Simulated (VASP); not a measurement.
A convergence study with VASP on SnO2 (rutile): one setting is varied, all else stays as given below, so the limit is that of these other settings. Each run relaxes cell and ions from the cell shown. The basis is that of the starting cell, so low cut-offs carry a Pulay error.

```yaml
crystal:
  lattice:
    - [4.74000, 0.00000, 0.00000]
    - [0.00000, 4.74000, 0.00000]
    - [0.00000, 0.00000, 3.19000]
  atoms:
    - { symbol: Sn, position: [0.00000, 0.00000, 0.00000] }
    - { symbol: Sn, position: [0.50000, 0.50000, 0.50000] }
    - { symbol: O, position: [0.30700, 0.30700, 0.00000] }
    - { symbol: O, position: [0.80700, 0.19300, 0.50000] }
    - { symbol: O, position: [0.19300, 0.80700, 0.50000] }
    - { symbol: O, position: [0.69300, 0.69300, 0.00000] }
```

Level of theory: LDA (Ceperley-Alder, Perdew-Zunger), VASP's LDA PAW potentials (set 64) (plane waves; VASP). The tightest run used: 800 eV cut-off, 4×4×6 Γ-centred mesh, Gaussian smearing of 0.050 eV, potentials Sn_d O.

Unless said otherwise, spin-orbit coupling is left out, though it shifts the bands of the heavy elements here. Gaps are read on the run's mesh, which can miss a band edge.

| setting | relaxed volume (Å³/atom) | E (eV/atom) | gap on the mesh (eV) | plane waves |
|---|---|---|---|---|
| ENCUT = 250 | 9.829 | -7.9527 | 3.523 | 656 |
| ENCUT = 300 | 10.634 | -7.3292 | 2.443 | 876 |
| ENCUT = 350 | 11.268 | -7.1202 | 1.794 | 1088 |
| ENCUT = 400 | 11.661 | -7.0654 | 1.372 | 1344 |
| ENCUT = 450 | 11.853 | -7.0501 | 1.195 | 1572 |

Task: These are the cheaper rows. Estimate the results at ENCUT = 800, and how far the last row shown lies from them.

Result: 
```
quantity                  tightest run  last row shown is off by
------------------------  ------------  ------------------------
relaxed volume (Å³/atom)        11.913                    -0.061
E (eV/atom)                    -7.0520                    0.0019
gap on the mesh (eV)             1.142                     0.053
```

Left out are rungs that failed or repeat a setting and relaxations that didn't move; long series are thinned to 24 rows.

The compound is SnO2 in the rutile structure.
